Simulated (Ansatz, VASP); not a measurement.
# One calculation of AlSn, two programs

INCAR

```
SYSTEM = AlSn
  PREC = Accurate
  ENCUT = 520
  EDIFF = 1E-6
  ISMEAR = 0
  SIGMA = 0.1
  LREAL = .False.
  LASPH = .True.
  NELM = 100
  ALGO = Normal
  ISIF = 2
  LWAVE = .False.
  LCHARG = .False.
  GGA = PE
  NBANDS = 16
```

Contents of KPOINTS:

```
regular mesh
0
Gamma
  6 6 4
  0 0 0
```

POSCAR

```
AlSn
1.0
    4.1981056157      0.0000000000      0.0000000000
   -2.0990528078      3.6356661109      0.0000000000
    0.0000000000      0.0000000000      3.3068470000
Al Sn
1 1
Direct
    0.0000000000      0.0000000000      0.0000000000
    0.3333333300      0.6666666700      0.5000000000
```

Input for Ansatz:

```yaml
crystal:
  lattice:
    - [4.1981056157, 0.0, 0.0]
    - [-2.0990528078, 3.6356661109, 0.0]
    - [0.0, 0.0, 3.306847]
  atoms:
    - { symbol: Al, position: [0.0, 0.0, 0.0] }
    - { symbol: Sn, position: [0.33333333, 0.66666667, 0.5] }
basis:
  ecutwfc: 420
kpoints:
  mp_grid: { grid: [6, 6, 4] }
hamiltonian:
  xc: pbe
scf:
  occupations: { method: gaussian, width: 0.1 }
output:
  forces: true
  stress: true
  eigenvalues: true
```

The cell comes from a database or a generator and needn't be the stable form of this composition.

Alike in both runs: task single point; functional PBE; k mesh 6 × 6 × 4; occupations gaussian, width 0.1 eV; no spin polarisation.

|  | VASP | Ansatz |
| --- | --- | --- |
| version | VASP 6.6.1 | Ansatz 0.2.0 |
| potentials or method | VASP PAW PBE potentials, release 64 (Al, Sn_d) | scalar-relativistic, plane waves, PAW |
| plane-wave cutoff (eV) | 520 | 420 |
| valence electrons in the cell | 17 | 17 |

```csv
,VASP,Ansatz,Ansatz less VASP
gap on the k mesh at the Fermi level (eV),none,none,-
pressure (GPa),1.1,1.1,+0.05
largest component of the traceless stress (GPa),7.10,7.10,+0.002
```

A gap of «none» marks a metal or a gap that the smearing closes.

Caveats: the k mesh is coarse (spacing up to 0.48 Å⁻¹), so the values aren't converged.
